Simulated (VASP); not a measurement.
Method: TPSS meta-GGA, VASP's PBE PAW potentials (set 64) (plane waves; VASP).

The input files of a VASP run:

**INCAR**
```
# general
SYSTEM  = Cr
PREC    = Accurate
ENCUT   = 520
LREAL   = .FALSE.
LASPH   = .TRUE.

# electronic loop
EDIFF   = 1E-7   # SCF stop (eV)
NELM    = 100   # most electronic steps
ALGO    = Normal
LMAXMIX = 4   # l cut-off of mixed one-centre charges
LMIXTAU = .TRUE.

# smearing
ISMEAR  = 1   # Methfessel-Paxton
SIGMA   = 0.1   # width (eV)

# functional
METAGGA = TPSS

# spin
ISPIN   = 2
MAGMOM  = 1.1 -1.1

# ions
ISIF    = 2

# output
LWAVE   = .FALSE.
LCHARG  = .FALSE.
LORBIT  = 10
```

### POSCAR
```
Cr
1.0
  2.8445010581   0.0000000000   0.0000000000
  0.0000000000   2.8445010581   0.0000000000
  0.0000000000   0.0000000000   2.8445010581
Cr
2
Cartesian
  0.0000000000   0.0000000000   0.0000000000
  1.4222505291   1.4222505291   1.4222505291
```

File KPOINTS:
```
kpoints
0
Gamma
13 13 13
```

POTCAR, in this order: Cr_pv (PBE.64 set). Program: vasp_std.

Problem. What will the output report for the number of irreducible k-points (NKPTS), largest plane-wave count, number of space-group operations, FFT grid (NGX, NGY, NGZ)?

Solution. 
number of irreducible k-points (NKPTS): 84
largest plane-wave count: 638
number of space-group operations: 48
FFT grid (NGX, NGY, NGZ): 24 × 24 × 24

The compound is Cr in the bcc, AFM order structure. It was relaxed first.
